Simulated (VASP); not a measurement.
```
CELL_PARAMETERS angstrom
      4.52000     0.00000     0.00000
      0.00000     4.52000     0.00000
      0.00000     0.00000     3.02000
ATOMIC_POSITIONS crystal
  Mg 0.00000 0.00000 0.00000
  Mg 0.50000 0.50000 0.50000
  H  0.30400 0.30400 0.00000
  H  0.80400 0.19600 0.50000
  H  0.19600 0.80400 0.50000
  H  0.69600 0.69600 0.00000
```

Method: PBE GGA, VASP's PBE PAW potentials (set 64) (plane waves; VASP 6.6.1). Run with 300 eV cut-off, 5×5×7 Γ-centred mesh, Fermi-Dirac smearing of 0.010 eV, potentials Mg H.

At this cut-off the stress carries a Pulay error, which pulls relaxed volumes low.

Question: Estimate the energy per atom (σ→0), pressure.

Answer: 
```yaml
energy per atom (σ→0): -2.933 eV/atom
pressure: -1.85 GPa
```

The structure is a typed MgH2 crystal (P4_2/mnm). The cell was not relaxed at this level.
